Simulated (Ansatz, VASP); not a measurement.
# Cross-check of BaAg3Br3O between VASP and Ansatz, part 2 of 3

Wanted: the spread between two codes on one cell, functional and k mesh. The cell is generated by rule, not measured, and may not be a known phase. The cell is taken from a series of runs on this material, whose earlier steps may have relaxed, scaled, displaced or heated it; both programs get it as it stands.

VASP 6.6.1 and Ansatz 0.2.0.

So far: Set-up; VASP: zone-centre phonons, PBEsol.

### Step 2. VASP: zone-centre phonons, PBEsol (continued)

Level of this step: PBEsol; plane waves and PAW (Ag, Ba_sv, Br, O); invented cell (VASP).

Parts of OUTCAR (step 2):

```text
ion  position               nearest neighbor table
   1  0.500  0.500  0.188-   8 2.32   5 2.85   5 2.85   5 2.85   5 2.85   4 3.57   4 3.57   4 3.57
                             4 3.57
   2  0.000  0.000  0.500-   6 2.72   6 2.72   6 2.72   6 2.72   7 2.99   5 2.99
   3  0.500  0.500  0.812-   8 2.32   7 2.85   7 2.85   7 2.85   7 2.85   4 3.57   4 3.57   4 3.57
                             4 3.57
   4  0.000  0.000  0.000-   8 2.72   8 2.72   8 2.72   8 2.72   5 3.18   7 3.18   3 3.57   3 3.57
                             1 3.57   3 3.57   1 3.57   1 3.57   3 3.57   1 3.57
   5  0.000  0.000  0.258-   1 2.85   1 2.85   1 2.85   1 2.85   2 2.99   4 3.18
   6  0.500  0.500  0.500-   2 2.72   2 2.72   2 2.72   2 2.72
   7  0.000  0.000  0.742-   3 2.85   3 2.85   3 2.85   3 2.85   2 2.99   4 3.18
   8  0.500  0.500  0.000-   1 2.32   3 2.32   4 2.72   4 2.72   4 2.72   4 2.72

  LATTYP: Found a simple tetragonal cell.
 ALAT       =     3.8409197262
 C/A-ratio  =     3.2095509658

 Subroutine GETGRP returns: Found 16 space group operations
 (whereof 16 operations were pure point group operations)

The static configuration has the point symmetry D_4h.

 Found     45 irreducible k-points:

   k-points           NKPTS =     45   k-points in BZ     NKDIM =     45   number of bands    NBANDS=     43

   dimension x,y,z NGX =    32 NGY =   32 NGZ =   98
   dimension x,y,z NGXF=    64 NGYF=   64 NGZF=  196

   ENCUT  =  600.0 eV  44.10 Ry    6.64 a.u.   7.67  7.67 24.62*2*pi/ulx,y,z

   NELECT =      70.0000    total number of electrons

 k-points in reciprocal lattice and weights: Automatic mesh
   0.00000000  0.00000000  0.00000000       0.004
   0.12500000  0.00000000  0.00000000       0.016
   0.25000000  0.00000000  0.00000000       0.016
   0.37500000  0.00000000  0.00000000       0.016
   0.50000000  0.00000000  0.00000000       0.008
   0.12500000  0.12500000  0.00000000       0.016
   0.25000000  0.12500000  0.00000000       0.031
   0.37500000  0.12500000  0.00000000       0.031
   0.50000000  0.12500000  0.00000000       0.016
[...]
0.50000000  0.37500000  0.50000000       0.016
   0.50000000  0.50000000  0.50000000       0.004

 average (electrostatic) potential at core
       1 -74.3364       2 -73.5467       3 -74.3364       4 -34.8778       5 -62.3602
       6 -61.5506       7 -62.3602       8 -70.5598

 Eigenvectors and eigenvalues of the dynamical matrix
 ----------------------------------------------------

   1 f  =   10.250870 THz    64.408118 2PiTHz  341.932232 cm-1    42.394175 meV
             X         Y         Z           dx          dy          dz
      0.000000  2.715940  2.318555     0.000000    0.000000   -0.096263
      0.000000  0.000000  6.163814    -0.000000   -0.000000    0.029122
      0.000000  2.715940 10.009072     0.000000    0.000000   -0.096263
      0.000000  0.000000  0.000000     0.000000    0.000000   -0.129731
      0.000000  0.000000  3.178541     0.000000    0.000000   -0.026970
      0.000000  2.715940  6.163814     0.000000    0.000000   -0.024869
      0.000000  0.000000  9.149087     0.000000    0.000000   -0.026970
      0.000000  2.715940  0.000000    -0.000000   -0.000000    0.980671

   2 f  =    5.897839 THz    37.057214 2PiTHz  196.730724 cm-1    24.391490 meV
             X         Y         Z           dx          dy          dz
      0.000000  2.715940  2.318555     0.002095    0.007761    0.000000
      0.000000  0.000000  6.163814    -0.000363   -0.001345   -0.000000
      0.000000  2.715940 10.009072     0.002095    0.007761    0.000000
      0.000000  0.000000  0.000000    -0.066713   -0.247202    0.000000
      0.000000  0.000000  3.178541    -0.015119   -0.056023   -0.000000
      0.000000  2.715940  6.163814     0.000725    0.002686    0.000000
      0.000000  0.000000  9.149087    -0.015119   -0.056023    0.000000
      0.000000  2.715940  0.000000     0.250938    0.929837    0.000000

   3 f  =    5.897839 THz    37.057214 2PiTHz  196.730724 cm-1    24.391490 meV
             X         Y         Z           dx          dy          dz
      0.000000  2.715940  2.318555    -0.007761    0.002095    0.000000
      0.000000  0.000000  6.163814     0.001345   -0.000363    0.000000
      0.000000  2.715940 10.009072    -0.007761    0.002095    0.000000
      0.000000  0.000000  0.000000     0.247202   -0.066713   -0.000000
      0.000000  0.000000  3.178541     0.056023   -0.015119    0.000000
      0.000000  2.715940  6.163814    -0.002686    0.000725    0.000000
      0.000000  0.000000  9.149087     0.056023   -0.015119    0.000000
      0.000000  2.715940  0.000000    -0.929837    0.250938    0.000000

   4 f  =    4.474627 THz    28.114912 2PiTHz  149.257501 cm-1    18.505563 meV
             X         Y         Z           dx          dy          dz
      0.000000  2.715940  2.318555     0.000000    0.000000    0.003483
      0.000000  0.000000  6.163814    -0.000000   -0.000000    0.003498
      0.000000  2.715940 10.009072     0.000000    0.000000    0.003483
      0.000000  0.000000  0.000000    -0.000000   -0.000000   -0.670685
      0.000000  0.000000  3.178541    -0.000000   -0.000000    0.514235
      0.000000  2.715940  6.163814     0.000000    0.000000   -0.131442
      0.000000  0.000000  9.149087    -0.000000   -0.000000    0.514235
      0.000000  2.715940  0.000000     0.000000    0.000000   -0.063192

   5 f  =    4.255779 THz    26.739850 2PiTHz  141.957515 cm-1    17.600481 meV
             X         Y         Z           dx          dy          dz
      0.000000  2.715940  2.318555    -0.000101   -0.009657    0.000000
      0.000000  0.000000  6.163814     0.006374    0.611207   -0.000000
      0.000000  2.715940 10.009072    -0.000101   -0.009657   -0.000000
      0.000000  0.000000  0.000000    -0.000020   -0.001946   -0.000000
      0.000000  0.000000  3.178541     0.000511    0.048964   -0.000000
      0.000000  2.715940  6.163814    -0.008219   -0.788198   -0.000000
      0.000000  0.000000  9.149087     0.000511    0.048964    0.000000
      0.000000  2.715940  0.000000     0.000091    0.008705    0.000000

   6 f  =    4.255779 THz    26.739850 2PiTHz  141.957515 cm-1    17.600481 meV
             X         Y         Z           dx          dy          dz
      0.000000  2.715940  2.318555     0.009657   -0.000101    0.000000
      0.000000  0.000000  6.163814    -0.611207    0.006374    0.000000
      0.000000  2.715940 10.009072     0.009657   -0.000101   -0.000000
      0.000000  0.000000  0.000000     0.001946   -0.000020    0.000000
      0.000000  0.000000  3.178541    -0.048964    0.000511   -0.000000
      0.000000  2.715940  6.163814     0.788198   -0.008219    0.000000
      0.000000  0.000000  9.149087    -0.048964    0.000511    0.000000
      0.000000  2.715940  0.000000    -0.008705    0.000091   -0.000000

   7 f  =    3.893384 THz    24.462852 2PiTHz  129.869304 cm-1    16.101734 meV
             X         Y         Z           dx          dy          dz
      0.000000  2.715940  2.318555     0.000000    0.000000   -0.202347
      0.000000  0.000000  6.163814    -0.000000    0.000000    0.000000
      0.000000  2.715940 10.009072     0.000000   -0.000000    0.202347
      0.000000  0.000000  0.000000    -0.000000    0.000000   -0.000000
      0.000000  0.000000  3.178541    -0.000000    0.000000    0.677537
      0.000000  2.715940  6.163814     0.000000   -0.000000    0.000000
      0.000000  0.000000  9.149087    -0.000000    0.000000   -0.677537
      0.000000  2.715940  0.000000     0.000000    0.000000    0.000000

   8 f  =    2.616753 THz    16.441542 2PiTHz   87.285472 cm-1    10.822014 meV
             X         Y         Z           dx          dy          dz
      0.000000  2.715940  2.318555     0.000000    0.000000    0.433185
      0.000000  0.000000  6.163814     0.000000   -0.000000    0.090754
      0.000000  2.715940 10.009072    -0.000000   -0.000000    0.433185
      0.000000  0.000000  0.000000    -0.000000    0.000000   -0.560710
      0.000000  0.000000  3.178541    -0.000000   -0.000000   -0.332801
      0.000000  2.715940  6.163814    -0.000000    0.000000    0.283809
      0.000000  0.000000  9.149087     0.000000    0.000000   -0.332801
      0.000000  2.715940  0.000000    -0.000000    0.000000   -0.002935

   9 f  =    2.596252 THz    16.312731 2PiTHz   86.601635 cm-1    10.737229 meV
             X         Y         Z           dx          dy          dz
      0.000000  2.715940  2.318555     0.000000   -0.000000   -0.677537
      0.000000  0.000000  6.163814    -0.000000    0.000000    0.000000
      0.000000  2.715940 10.009072    -0.000000    0.000000    0.677537
      0.000000  0.000000  0.000000     0.000000   -0.000000   -0.000000
      0.000000  0.000000  3.178541    -0.000000    0.000000   -0.202347
      0.000000  2.715940  6.163814     0.000000   -0.000000    0.000000
      0.000000  0.000000  9.149087     0.000000   -0.000000    0.202347
      0.000000  2.715940  0.000000     0.000000   -0.000000   -0.000000

  10 f  =    2.503837 THz    15.732069 2PiTHz   83.518999 cm-1    10.355032 meV
             X         Y         Z           dx          dy          dz
      0.000000  2.715940  2.318555     0.323666   -0.314313    0.000000
      0.000000  0.000000  6.163814    -0.000000    0.000000    0.000000
      0.000000  2.715940 10.009072    -0.323666    0.314313   -0.000000
      0.000000  0.000000  0.000000     0.000000   -0.000000   -0.000000
      0.000000  0.000000  3.178541    -0.390601    0.379314    0.000000
      0.000000  2.715940  6.163814     0.000000    0.000000    0.000000
      0.000000  0.000000  9.149087     0.390601   -0.379314   -0.000000
      0.000000  2.715940  0.000000     0.000000   -0.000000   -0.000000

  11 f  =    2.503837 THz    15.732069 2PiTHz   83.518999 cm-1    10.355032 meV
             X         Y         Z           dx          dy          dz
      0.000000  2.715940  2.318555    -0.314313   -0.323666   -0.000000
      0.000000  0.000000  6.163814    -0.000000   -0.000000    0.000000
      0.000000  2.715940 10.009072     0.314313    0.323666    0.000000
      0.000000  0.000000  0.000000     0.000000   -0.000000   -0.000000
    [... 145 further lines ...]
      0.000000  0.000000  9.149087    -0.151316    0.296287   -0.000000
      0.000000  2.715940  0.000000    -0.068118    0.133380   -0.000000

 ELASTIC MODULI CONTR FROM IONIC RELAXATION (kBar)
 Direction    XX          YY          ZZ          XY          YZ          ZX
 --------------------------------------------------------------------------------
 XX         -14.7587    -14.7587    -51.1200      0.0000      0.0000      0.0000
 YY         -14.7587    -14.7587    -51.1200      0.0000      0.0000      0.0000
 ZZ         -51.1200    -51.1200   -474.9989      0.0000     -0.0000      0.0000
 XY           0.0000      0.0000      0.0000      0.0000      0.0000      0.0000
 YZ           0.0000      0.0000     -0.0000      0.0000    -41.9051     -0.0000
 ZX           0.0000      0.0000      0.0000      0.0000     -0.0000    -73.8722
 --------------------------------------------------------------------------------
```

Harder data sets than Ba_sv exist (the GW ones), and pressures, volumes and forces can shift noticeably with them.

[end of part 2 of 3]

[Lines on the potential files, build, host, timing and source positions are cut from VASP's logs without a mark.]

[Logs are printed without paths, hosts, clocks, repeated set-up lines and the standing remarks that a program may print on its own settings, such as how far it seeks lower states.]

[Hosts, paths, dates, database ids (printed as entryN), source tags and the programs' standing remarks are cut or masked in the printed files.]
